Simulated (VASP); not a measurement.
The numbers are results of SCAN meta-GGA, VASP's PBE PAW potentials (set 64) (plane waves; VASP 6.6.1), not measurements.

VASP ran on this input.

### INCAR
```
! general
SYSTEM =ZnS
PREC   =Accurate
ENCUT  =520
LREAL  =.FALSE.
LASPH  =.TRUE.

! electronic loop
EDIFF  =1E-7
NELM   =100
ALGO   =Normal
LMAXMIX=4
LMIXTAU=.TRUE.

! smearing
ISMEAR =0
SIGMA  =0.05

! functional
METAGGA=SCAN

! ions
ISIF   =2

! output
LWAVE  =.FALSE.
LCHARG =.FALSE.
```

### KPOINTS
```
K-points
0
Gamma
9 9 9
0 0 0
```

File POSCAR:
```
ZnS
3.873860
  0.0000000000   0.7071067909   0.7071067909
  0.7071067909   0.0000000000   0.7071067909
  0.7071067909   0.7071067909   0.0000000000
Zn S
1 1
Direct
  0.0000000000   0.0000000000   0.0000000000
  0.2500000000   0.2500000000   0.2500000000
```

POTCAR, in this order: Zn S (PBE.64 set). Program: vasp_std.

### Question
Estimate the energy per atom (σ→0), pressure, band gap (on the k-mesh).

### Answer

```
Item                                Value
------------------------  ---------------
energy per atom (σ→0)     -12.484 eV/atom
band gap (on the k-mesh)          2.43 eV
pressure                        -3.92 GPa
```

**OSZICAR**
```
...
DAV:  15    -0.249672088706E+02    0.73680E-05   -0.18294E-05   930   0.641E-02    0.839E-03
DAV:  16    -0.249672425589E+02   -0.33688E-04   -0.21049E-05   910   0.719E-02    0.624E-03
DAV:  17    -0.249672429229E+02   -0.36402E-06   -0.17316E-06  1022   0.293E-02    0.686E-04
DAV:  18    -0.249672424213E+02    0.50163E-06   -0.25866E-07   955   0.671E-03    0.447E-04
DAV:  19    -0.249672430464E+02   -0.62505E-06   -0.48001E-08   660   0.312E-03    0.463E-04
DAV:  20    -0.249672426464E+02    0.39993E-06   -0.19840E-08   650   0.250E-03    0.181E-04
DAV:  21    -0.249672426746E+02   -0.28115E-07   -0.33276E-09   475   0.788E-04
   1 F= -.24967243E+02 E0= -.24967243E+02  d E =-.307754E-15
```

The compound is ZnS in the zinc blende structure. This cell is one point of a volume scan, at 1.06 of the reference volume.
